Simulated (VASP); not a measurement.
Calculation: PBE GGA, VASP's PBE PAW potentials (set 64) (plane waves; VASP).

VASP ran on this input.

INCAR:
```
ALGO = Fast
EDIFF = 1E-5
EDIFFG = -0.03
ENCUT = 400
GGA = PE
IBRION = 2
ISIF = 2
ISMEAR = 0
ISYM = 0
LASPH = .True.
LCHARG = .False.
LMAXMIX = 4
LREAL = Auto
LWAVE = .False.
NELECT = 648.0
NELM = 100
NELMIN = 4
NSW = 120
PREC = Normal
SIGMA = 0.05
SYSTEM = Zn36HO36
```

### KPOINTS
```
Automatic
0
G
 1 1 1
0 0 0
```

### POSCAR
```
Zn36HO36
1.0
  4.9323206900  -8.5430313936   0.0000000000
  4.9323206900   8.5430313936   0.0000000000
  0.0000000000   0.0000000000  10.5847753959
Zn O H
36 36 1
Cart
  1.6441352593  -0.9739533011   2.6148559892
  1.6510168849   0.9452223424   0.0357672739
  1.5909269433  -1.1318410265   8.0542894764
  1.6558086517   0.9283334519   5.0785202545
  3.3106457374   1.9140174158   2.6083219788
  3.2919801930   3.8369333574   0.0394959960
  3.3930018802   2.0552636895   8.0752606537
  3.2892370690   3.7952547845   5.2738617626
  4.9475376120   4.7399645340   2.6567850229
  4.9071173091   6.6335660398   0.0385058135
  4.9427285175   4.7437597329   7.9397517944
  4.9306054484   6.6345393405   5.2783829488
  3.2844317872  -3.8075902196   2.6589990350
  3.3014573384  -1.9176462231   0.0196312686
  3.2869136121  -3.7888715536   7.9124816120
  3.3096414361  -1.8914218274   5.2589011553
  4.9398461423  -0.9525020380   2.6137872910
  4.9588271599   0.9457462028   0.0172503556
  4.9687643701  -0.9768904090   7.9861242628
  4.9343606209   0.9518133151   5.2685603799
  6.5827476590   1.9032123726   2.6608813384
  6.5881704221   3.7894391988  10.5744942660
  6.5449408848   1.8847758351   7.9096873096
  6.5799265260   3.7999774526   5.2881434380
  4.9244917195  -6.6368498461   2.6484111033
  4.9274918746  -4.7363240356   0.0086367692
  4.7257790647  -6.5198466093   7.9987149473
  4.9414916177  -4.7388792273   5.2694666124
  6.5698947342  -3.7988523371   2.6562565864
  6.5917497687  -1.9062006224   0.0208170725
  6.5873260004  -3.7759852545   7.9501600655
  6.5709639996  -1.8925737014   5.2757817212
  8.2179263601  -0.9425966580   2.6550785062
  8.2137390127   0.9518242894   0.0077446431
  8.2147358248  -0.9571926928   7.9533868269
  8.2183861945   0.9377537314   5.2706585174
  1.6472705674  -0.9844754872   4.6210494436
  1.6447459590   0.9493508990   2.0335587167
  1.6386032755  -0.9555447489   9.9985423028
  2.0272303095   0.7237040124   7.1605351615
  3.3076777006   1.9075070228   4.6182517425
  3.2905732352   3.8134210735   2.0251734544
  3.2893635895   1.9135135256  10.0141028774
  3.2878998281   3.8237517333   7.2861570129
  4.9383212971   4.7374394488   4.6583109321
  4.9193586588   6.6378100307   2.0232159166
  4.9402350503   4.7474275904   9.9401729696
  4.9088468130   6.6330192388   7.2889934310
  3.2972859239  -3.7996016600   4.6624266506
  3.2936460034  -1.9143176496   2.0107634470
  3.2947215477  -3.8013147557   9.9107814214
  3.3002484858  -1.8621339041   7.2865573206
  4.9375144562  -0.9387649076   4.6261525353
  4.9497204540   0.9516266541   2.0072761192
  4.9384885383  -0.9560491277   9.9734424640
  4.8862068993   0.9320824844   7.3028952136
  6.5859443192   1.8988434945   4.6669577283
  6.5822448622   3.7912420911   1.9936368592
  6.5848330689   1.8950200839   9.9116533042
  6.5837337680   3.7883996434   7.2960667093
  4.9368182069  -6.6464499742   4.6688114707
  4.9297377402  -4.7513719507   2.0012897068
  4.9580272071  -6.6558837559   9.9181672385
  4.9564882071  -4.7449695244   7.2815342594
  6.5801812256  -3.7975460657   4.6561647853
  6.5882052946  -1.9052592795   2.0142125406
  6.5745201772  -3.8027569236   9.9456227593
  6.5855915227  -1.8971389863   7.2871182396
  8.2254449190  -0.9529506847   4.6552650741
  8.2261981692   0.9550155593   2.0039455191
  8.2247519452  -0.9426702510   9.9480408396
  8.2310067473   0.9407620215   7.2844029674
  2.8939419153   0.2778925674   6.9828003900
```

POTCAR, in this order: Zn O H (PBE.64 set). Program: vasp_gam.

What VASP printed:

### OUTCAR
```
 ion  position               nearest neighbor table
   1  0.224  0.110  0.247-  46 1.99  50 1.99  37 2.01  38 2.01
   2  0.112  0.223  0.003-  43 2.00  38 2.00  39 2.00  63 2.01
   3  0.228  0.095  0.761-  48 1.95  39 1.95  52 2.01  40 2.11
   4  0.114  0.222  0.480-  61 1.96  37 1.97  41 1.97  40 2.12
   5  0.224  0.448  0.246-  42 1.99  54 1.99  38 2.01  41 2.01
   6  0.109  0.558  0.004-  42 1.99  67 2.00  47 2.00  43 2.02
   7  0.224  0.464  0.763-  44 1.94  43 1.95  56 2.02  40 2.12
   8  0.111  0.556  0.498-  65 1.99  45 2.00  41 2.00  44 2.01
   9  0.224  0.779  0.251-  42 2.00  46 2.00  45 2.00  58 2.00
  10  0.109  0.886  0.004-  46 1.98  71 2.00  47 2.01  39 2.02
  11  0.223  0.779  0.750-  48 2.00  47 2.00  44 2.00  60 2.00
  12  0.112  0.888  0.499-  69 2.00  45 2.00  37 2.00  48 2.01
  13  0.556  0.110  0.251-  50 2.00  58 2.00  49 2.00  62 2.01
  14  0.447  0.222  0.002-  50 1.99  55 2.00  51 2.01  39 2.01
  15  0.555  0.111  0.748-  60 2.00  51 2.00  64 2.02  52 2.03
  16  0.446  0.225  0.497-  53 1.99  37 2.00  49 2.00  52 2.03
  17  0.557  0.445  0.247-  66 2.00  54 2.00  50 2.00  53 2.01
  18  0.447  0.558  0.002-  54 1.99  55 2.00  59 2.01  43 2.02
  19  0.561  0.447  0.754-  68 1.99  55 1.99  52 2.01  56 2.03
  20  0.444  0.556  0.498-  41 2.00  57 2.00  53 2.00  56 2.04
  21  0.556  0.779  0.251-  54 2.00  58 2.00  57 2.01  70 2.01
  22  0.446  0.890  0.999-  58 2.00  59 2.01  51 2.01  47 2.01
  23  0.553  0.774  0.747-  60 2.00  59 2.00  56 2.01  72 2.03
  24  0.445  0.889  0.500-  45 1.99  57 2.00  49 2.00  60 2.01
  25  0.888  0.111  0.250-  62 1.99  70 1.99  38 2.01  61 2.02
  26  0.777  0.222  0.001-  62 1.99  67 2.00  51 2.00  63 2.04
  27  0.861  0.097  0.756-  64 1.93  72 1.93  63 1.94
  28  0.778  0.224  0.498-  65 1.99  49 1.99  61 2.00  64 2.01
  29  0.888  0.444  0.251-  42 2.00  66 2.00  65 2.00  62 2.01
  30  0.780  0.557  0.002-  66 1.99  71 2.01  67 2.01  55 2.01
  31  0.889  0.447  0.751-  68 1.99  67 2.00  44 2.00  64 2.01
  32  0.777  0.555  0.498-  53 2.00  69 2.00  65 2.00  68 2.01
  33  0.888  0.778  0.251-  66 2.00  46 2.00  69 2.00  70 2.01
  34  0.777  0.888  0.001-  70 2.00  71 2.00  59 2.00  63 2.03
  35  0.889  0.777  0.751-  71 1.99  68 2.00  48 2.00  72 2.01
  36  0.778  0.888  0.498-  57 1.99  69 1.99  61 2.00  72 2.01
  37  0.225  0.109  0.437-   4 1.97  16 2.00  12 2.00   1 2.01
  38  0.111  0.222  0.192-   2 2.00  25 2.01   5 2.01   1 2.01
  39  0.222  0.110  0.945-   3 1.95   2 2.00  14 2.01  10 2.02
  40  0.163  0.248  0.676-  73 0.99   3 2.11   7 2.12   4 2.12
  41  0.224  0.447  0.436-   4 1.97  20 2.00   8 2.00   5 2.01
  42  0.110  0.557  0.191-   6 1.99   5 1.99  29 2.00   9 2.00
  43  0.221  0.445  0.946-   7 1.95   2 2.00  18 2.02   6 2.02
  44  0.110  0.557  0.688-   7 1.94  31 2.00  11 2.00   8 2.01
  45  0.223  0.778  0.440-  24 1.99  12 2.00   8 2.00   9 2.00
  46  0.110  0.887  0.191-  10 1.98   1 1.99  33 2.00   9 2.00
  47  0.223  0.779  0.939-  11 2.00   6 2.00  10 2.01  22 2.01
  48  0.109  0.886  0.689-   3 1.95  11 2.00  35 2.00  12 2.01
  49  0.557  0.112  0.440-  28 1.99  16 2.00  24 2.00  13 2.00
  50  0.446  0.222  0.190-  14 1.99   1 1.99  17 2.00  13 2.00
  51  0.556  0.112  0.936-  15 2.00  26 2.00  14 2.01  22 2.01
  52  0.444  0.226  0.688-   3 2.01  19 2.01  15 2.03  16 2.03
  53  0.555  0.446  0.437-  16 1.99  20 2.00  32 2.00  17 2.01
  54  0.446  0.557  0.190-  18 1.99   5 1.99  17 2.00  21 2.00
  55  0.557  0.445  0.942-  19 1.99  14 2.00  18 2.00  30 2.01
  56  0.441  0.550  0.690-  23 2.01   7 2.02  19 2.03  20 2.04
  57  0.556  0.779  0.441-  36 1.99  20 2.00  24 2.00  21 2.01
  58  0.445  0.889  0.188-  13 2.00  21 2.00   9 2.00  22 2.00
  59  0.557  0.778  0.936-  34 2.00  23 2.00  18 2.01  22 2.01
  60  0.446  0.889  0.689-  15 2.00  23 2.00  11 2.00  24 2.01
  61  0.889  0.111  0.441-   4 1.96  28 2.00  36 2.00  25 2.02
  62  0.778  0.222  0.189-  26 1.99  25 1.99  29 2.01  13 2.01
  63  0.892  0.113  0.937-  27 1.94   2 2.01  34 2.03  26 2.04
  64  0.780  0.225  0.688-  27 1.93  31 2.01  28 2.01  15 2.02
  65  0.889  0.445  0.440-  28 1.99   8 1.99  29 2.00  32 2.00
  66  0.779  0.556  0.190-  30 1.99  17 2.00  33 2.00  29 2.00
  67  0.889  0.444  0.940-  31 2.00   6 2.00  26 2.00  30 2.01
  68  0.779  0.557  0.688-  19 1.99  31 1.99  35 2.00  32 2.01
  69  0.890  0.778  0.440-  36 1.99  12 2.00  33 2.00  32 2.00
  70  0.778  0.890  0.189-  25 1.99  34 2.00  33 2.01  21 2.01
  71  0.889  0.779  0.940-  35 1.99  10 2.00  34 2.00  30 2.01
  72  0.779  0.889  0.688-  27 1.93  35 2.01  36 2.01  23 2.03
  73  0.277  0.310  0.660-  40 0.99
 Subroutine IBZKPT returns following result:
...
```

OSZICAR:
```
...
RMM:   2    -0.324868237377E+03   -0.20981E-02   -0.23637E-02   780   0.298E-01    0.126E-01
RMM:   3    -0.324868326071E+03   -0.88694E-04   -0.27154E-03   779   0.108E-01    0.673E-02
RMM:   4    -0.324868302036E+03    0.24035E-04   -0.31880E-04   786   0.403E-02    0.473E-02
RMM:   5    -0.324868286980E+03    0.15057E-04   -0.97515E-05   697   0.210E-02    0.160E-02
RMM:   6    -0.324868288721E+03   -0.17411E-05   -0.28970E-05   533   0.945E-03
   9 F= -.32486829E+03 E0= -.32486829E+03  d E =-.243245E-02
       N       E                     dE             d eps       ncg     rms          rms(c)
DAV:   1    -0.324868289446E+03   -0.24663E-05   -0.27976E-04   832   0.338E-02    0.480E-03
RMM:   2    -0.324868289725E+03   -0.27876E-06   -0.49609E-06   437   0.535E-03    0.207E-03
RMM:   3    -0.324868289655E+03    0.69776E-07   -0.65640E-07   417   0.204E-03    0.142E-03
RMM:   4    -0.324868289663E+03   -0.83674E-08   -0.54508E-08   135   0.900E-04
  10 F= -.32486829E+03 E0= -.32486829E+03  d E =-.243339E-02
       N       E                     dE             d eps       ncg     rms          rms(c)
DAV:   1    -0.324869159463E+03   -0.86981E-03   -0.46985E-01   800   0.131E+00    0.123E-01
RMM:   2    -0.324869968479E+03   -0.80902E-03   -0.91054E-03   777   0.200E-01    0.882E-02
RMM:   3    -0.324870011688E+03   -0.43210E-04   -0.11094E-03   776   0.717E-02    0.446E-02
RMM:   4    -0.324870003328E+03    0.83602E-05   -0.13404E-04   734   0.265E-02    0.324E-02
RMM:   5    -0.324869997224E+03    0.61043E-05   -0.42116E-05   572   0.142E-02
  11 F= -.32487000E+03 E0= -.32487000E+03  d E =-.170756E-02
       N       E                     dE             d eps       ncg     rms          rms(c)
DAV:   1    -0.324869886941E+03    0.11639E-03   -0.23392E-01   816   0.922E-01    0.895E-02
RMM:   2    -0.324870290625E+03   -0.40368E-03   -0.45614E-03   777   0.141E-01    0.656E-02
RMM:   3    -0.324870314023E+03   -0.23398E-04   -0.55986E-04   773   0.510E-02    0.323E-02
RMM:   4    -0.324870310628E+03    0.33953E-05   -0.69257E-05   688   0.191E-02
  12 F= -.32487031E+03 E0= -.32487031E+03  d E =-.202096E-02
       N       E                     dE             d eps       ncg     rms          rms(c)
DAV:   1    -0.324870631312E+03   -0.31729E-03   -0.46965E-02   860   0.415E-01    0.361E-02
RMM:   2    -0.324870705453E+03   -0.74142E-04   -0.81179E-04   776   0.645E-02    0.213E-02
RMM:   3    -0.324870710847E+03   -0.53932E-05   -0.11307E-04   730   0.236E-02    0.126E-02
RMM:   4    -0.324870710712E+03    0.13434E-06   -0.15809E-05   455   0.990E-03
  13 F= -.32487071E+03 E0= -.32487071E+03  d E =-.400084E-03
       N       E                     dE             d eps       ncg     rms          rms(c)
DAV:   1    -0.324870815017E+03   -0.10417E-03   -0.42219E-01   800   0.123E+00    0.102E-01
RMM:   2    -0.324871448665E+03   -0.63365E-03   -0.69630E-03   776   0.173E-01    0.686E-02
RMM:   3    -0.324871482317E+03   -0.33652E-04   -0.86804E-04   776   0.636E-02    0.366E-02
RMM:   4    -0.324871476280E+03    0.60369E-05   -0.10040E-04   721   0.232E-02    0.255E-02
RMM:   5    -0.324871471679E+03    0.46010E-05   -0.30409E-05   528   0.125E-02
  14 F= -.32487147E+03 E0= -.32487147E+03  d E =-.116105E-02
       N       E                     dE             d eps       ncg     rms          rms(c)
DAV:   1    -0.324868258524E+03    0.32178E-02   -0.16885E+00   784   0.247E+00    0.205E-01
RMM:   2    -0.324870822448E+03   -0.25639E-02   -0.28102E-02   776   0.348E-01    0.137E-01
RMM:   3    -0.324870968683E+03   -0.14623E-03   -0.35262E-03   776   0.128E-01    0.720E-02
RMM:   4    -0.324870947056E+03    0.21626E-04   -0.39744E-04   773   0.463E-02    0.517E-02
RMM:   5    -0.324870927979E+03    0.19077E-04   -0.11851E-04   726   0.243E-02    0.188E-02
RMM:   6    -0.324870930467E+03   -0.24882E-05   -0.38207E-05   562   0.112E-02
  15 F= -.32487093E+03 E0= -.32487093E+03  d E =-.619839E-03
       N       E                     dE             d eps       ncg     rms          rms(c)
DAV:   1    -0.324870474751E+03    0.45323E-03   -0.72598E-01   784   0.162E+00    0.131E-01
RMM:   2    -0.324871557617E+03   -0.10829E-02   -0.11886E-02   776   0.227E-01    0.857E-02
RMM:   3    -0.324871617033E+03   -0.59417E-04   -0.14888E-03   776   0.832E-02    0.459E-02
RMM:   4    -0.324871606560E+03    0.10474E-04   -0.16557E-04   745   0.299E-02    0.316E-02
RMM:   5    -0.324871598162E+03    0.83976E-05   -0.48409E-05   621   0.159E-02
  16 F= -.32487160E+03 E0= -.32487160E+03  d E =-.128753E-02
       N       E                     dE             d eps       ncg     rms          rms(c)
DAV:   1    -0.324871785619E+03   -0.17906E-03   -0.29921E-02   816   0.322E-01    0.254E-02
RMM:   2    -0.324871836874E+03   -0.51255E-04   -0.57907E-04   780   0.464E-02    0.139E-02
RMM:   3    -0.324871839121E+03   -0.22470E-05   -0.69284E-05   599   0.173E-02    0.102E-02
RMM:   4    -0.324871838569E+03    0.55150E-06   -0.94756E-06   445   0.779E-03
  17 F= -.32487184E+03 E0= -.32487184E+03  d E =-.240407E-03
       N       E                     dE             d eps       ncg     rms          rms(c)
DAV:   1    -0.324871673968E+03    0.16515E-03   -0.26629E-01   816   0.954E-01    0.806E-02
RMM:   2    -0.324872097466E+03   -0.42350E-03   -0.48047E-03   789   0.127E-01    0.440E-02
RMM:   3    -0.324872120544E+03   -0.23079E-04   -0.58155E-04   780   0.477E-02    0.281E-02
RMM:   4    -0.324872115680E+03    0.48641E-05   -0.60534E-05   651   0.176E-02
  18 F= -.32487212E+03 E0= -.32487212E+03  d E =-.517518E-03
       N       E                     dE             d eps       ncg     rms          rms(c)
DAV:   1    -0.324872297739E+03   -0.17719E-03   -0.24240E-02   848   0.294E-01    0.238E-02
RMM:   2    -0.324872330280E+03   -0.32541E-04   -0.35595E-04   770   0.397E-02    0.144E-02
RMM:   3    -0.324872332496E+03   -0.22154E-05   -0.47796E-05   558   0.149E-02    0.800E-03
RMM:   4    -0.324872332501E+03   -0.54715E-08   -0.69470E-06   451   0.699E-03
  19 F= -.32487233E+03 E0= -.32487233E+03  d E =-.216821E-03
       N       E                     dE             d eps       ncg     rms          rms(c)
DAV:   1    -0.324872527950E+03   -0.19545E-03   -0.22014E-01   784   0.883E-01    0.689E-02
RMM:   2    -0.324872843339E+03   -0.31539E-03   -0.34433E-03   778   0.120E-01    0.420E-02
RMM:   3    -0.324872862423E+03   -0.19084E-04   -0.43678E-04   770   0.446E-02    0.232E-02
RMM:   4    -0.324872860787E+03    0.16361E-05   -0.51356E-05   637   0.165E-02
  20 F= -.32487286E+03 E0= -.32487286E+03  d E =-.745107E-03
       N       E                     dE             d eps       ncg     rms          rms(c)
DAV:   1    -0.324871948814E+03    0.91361E-03   -0.87989E-01   784   0.176E+00    0.139E-01
RMM:   2    -0.324873199096E+03   -0.12503E-02   -0.13694E-02   776   0.240E-01    0.860E-02
RMM:   3    -0.324873273589E+03   -0.74493E-04   -0.17444E-03   776   0.895E-02    0.469E-02
RMM:   4    -0.324873267077E+03    0.65122E-05   -0.20995E-04   757   0.339E-02    0.362E-02
RMM:   5    -0.324873258230E+03    0.88472E-05   -0.65579E-05   648   0.171E-02
  21 F= -.32487326E+03 E0= -.32487326E+03  d E =-.114255E-02
       N       E                     dE             d eps       ncg     rms          rms(c)
DAV:   1    -0.324873365199E+03   -0.98122E-04   -0.54329E-02   848   0.438E-01    0.391E-02
RMM:   2    -0.324873454364E+03   -0.89164E-04   -0.96015E-04   776   0.640E-02    0.213E-02
RMM:   3    -0.324873461260E+03   -0.68969E-05   -0.12769E-04   728   0.247E-02    0.113E-02
RMM:   4    -0.324873461696E+03   -0.43545E-06   -0.17342E-05   461   0.101E-02
  22 F= -.32487346E+03 E0= -.32487346E+03  d E =-.203466E-03
```

**OUTCAR**
```
------------------------ aborting loop because EDIFF is reached ----------------------------------------
  FORCE on cell =-STRESS in cart. coord.  units (eV):
  Direction    XX          YY          ZZ          XY          YZ          ZX
  --------------------------------------------------------------------------------------
  Total      -23.3371748    -22.1199605    -25.7091566      0.5357103     -0.1142772      0.2307376
  in kB      -41.9163937    -39.7301294    -46.1767605      0.9622005     -0.2052558      0.4144327
  external PRESSURE =     -42.6077612 kB  Pullay stress =       0.0000000 kB
  volume of cell :      892.02
      direct lattice vectors                 reciprocal lattice vectors
     4.932320690 -8.543031394  0.000000000     0.101372160 -0.058527234  0.000000000
     4.932320690  8.543031394  0.000000000     0.101372160  0.058527234  0.000000000
     0.000000000  0.000000000 10.584775396     0.000000000  0.000000000  0.094475316
  FREE ENERGIE OF THE ION-ELECTRON SYSTEM (eV)
  ---------------------------------------------------
  free  energy   TOTEN  =      -324.8734616959 eV

  energy  without entropy=     -324.8734616959  energy(sigma->0) =     -324.87346170

 reached required accuracy - stopping structural energy minimisation
```
(Selected blocks of OUTCAR.)

CONTCAR:
```
Zn36HO36
   1.00000000000000
     4.9323206900000001   -8.5430313935999997    0.0000000000000000
     4.9323206900000001    8.5430313935999997    0.0000000000000000
     0.0000000000000000    0.0000000000000000   10.5847753958999995
  Zn              O               H
    36    36     1
Direct
     0.2240992479957622    0.1105089998256368    0.2475661771969486
     0.1137839913776148    0.2234766616971023    0.0018812346727812
     0.2270845130915259    0.0954486989273474    0.7598824500872075
     0.1093313338677872    0.2212333678255458    0.4820539158217572
     0.2238875179613330    0.4467254546472459    0.2475544898618340
     0.1098314112322711    0.5580908490004347    0.0034199542430693
     0.2260884886001827    0.4659463905345643    0.7611263726545793
     0.1117162734263608    0.5561242073795548    0.4978273463721185
     0.2237391012165274    0.7785883392949363    0.2508365414680223
     0.1103021294098914    0.8858546486254379    0.0029750306542091
     0.2239029790210285    0.7789691329565113    0.7495579993662811
     0.1116504330237428    0.8890674667237515    0.4978437650979566
     0.5559151037247566    0.1106370264936831    0.2497505391633437
     0.4479624895219395    0.2237128816924961    0.0016806152631391
     0.5544146425117359    0.1121986321597571    0.7492261912919487
     0.4456195083716223    0.2215485273458510    0.4976121460412217
     0.5561481045175718    0.4447631977384770    0.2508976830380991
     0.4479254264887746    0.5576372919988652    0.0019949700338831
     0.5580406316367669    0.4458462841583617    0.7514007794004931
     0.4453197210054392    0.5572744496223110    0.4976062910349038
     0.5557929415758408    0.7787564752680268    0.2500062432638689
     0.4455862745043124    0.8894724340974791    0.9994444707064770
     0.5543234685307525    0.7751755188736311    0.7492024964042636
     0.4449970301806222    0.8891874157679169    0.4993673399586476
     0.8886722652069282    0.1110487354149404    0.2483850894450095
     0.7782639536643603    0.2248955312477550    0.0026498266735563
     0.8520328398854904    0.0929033767870802    0.7608948832267289
     0.7780204180004812    0.2236174957603620    0.4973828215814891
     0.8889095767117493    0.4451821916647891    0.2507958402283459
     0.7778817876435691    0.5557748350121782    0.0013718739360387
     0.8884751410459942    0.4466938632130114    0.7509350152199896
     0.7778046662681661    0.5556433203949113    0.4991491110276719
     0.8890967032285529    0.7773101628229132    0.2506592560323329
     0.7781270216145445    0.8868050624286482    0.0026600940193467
     0.8887483540331303    0.7757947043964467    0.7509965385921916
     0.7780734390521958    0.8878867633139524    0.4973965422064590
     0.2236211609198279    0.1105976628466896    0.4372040699766134
     0.1118023860816664    0.2224912043237541    0.1906876802556861
     0.2230818329973771    0.1102033205821093    0.9437480241780511
     0.1631977892210295    0.2488085545441810    0.6764279678292948
     0.2233950812697411    0.4462687356296529    0.4372343067951965
     0.1109667780361340    0.5565047650271788    0.1910974106781788
     0.2228092663213375    0.4464126282517173    0.9445369401891152
     0.1092351504570585    0.5574026420754958    0.6880983315312240
     0.2234631939107004    0.7784917756048632    0.4400248028220307
     0.1111033224729185    0.8880106808091410    0.1907872121078887
     0.2233309630938664    0.7783648492251576    0.9384867586640322
     0.1094900047587175    0.8861342274413615    0.6881172633627566
     0.5564897608377706    0.1109478954636966    0.4392801249083526
     0.4463540207878305    0.2230068204101574    0.1899487063491112
     0.5577846077432533    0.1120392673445215    0.9381747729904595
     0.4440840795986408    0.2226392919703218    0.6889597700875516
     0.5552605098685605    0.4443504536462467    0.4404357780075019
     0.4462617321592753    0.5568047062191667    0.1902010656545246
     0.5559451953897896    0.4447937286778493    0.9396507170610694
     0.4427982349535441    0.5539543624897092    0.6890814289402085
     0.5564652320103491    0.7787850659269429    0.4395210373704087
     0.4450837373966639    0.8893044287751470    0.1885997545759055
     0.5576402579804542    0.7789584060638672    0.9381038315163417
     0.4464813822654273    0.8898124453601437    0.6895188250959642
     0.8875349896967872    0.1104533303788379    0.4393812012045178
     0.7786166228754993    0.2228390454517874    0.1904478474988645
     0.8912739315512122    0.1123710848889538    0.9404249752872527
     0.7797916016387252    0.2242459269103994    0.6881410947518140
     0.8894023194952880    0.4450321279124242    0.4400088175114782
     0.7779549523850305    0.5557458336502707    0.1900969825346369
     0.8894943150067686    0.4450819973279810    0.9394774263479039
     0.7773723795516450    0.5557165483492360    0.6889410925463669
     0.8894440290627400    0.7778767351464977    0.4398941306567742
     0.7784566271749658    0.8891944376674119    0.1904546815701841
     0.8896644355318739    0.7781048415667189    0.9395353043593517
     0.7796753149834253    0.8891944842575888    0.6881532097895537
     0.2748328714647733    0.3068062924709193    0.6525647197076119
```

At this cut-off the stress carries a Pulay error, which pulls relaxed volumes low. The cell is charged, with a uniform compensating background. The supercell is sampled at Γ alone, which is coarse: total energies, pressure and levels can be off, energies of defects by several tenths of an eV.

The cell is a supercell with a defect, built from ZnO (wurtzite): H_i, charge +1. The run is not spin-polarised, so no state with unpaired spins was tried.
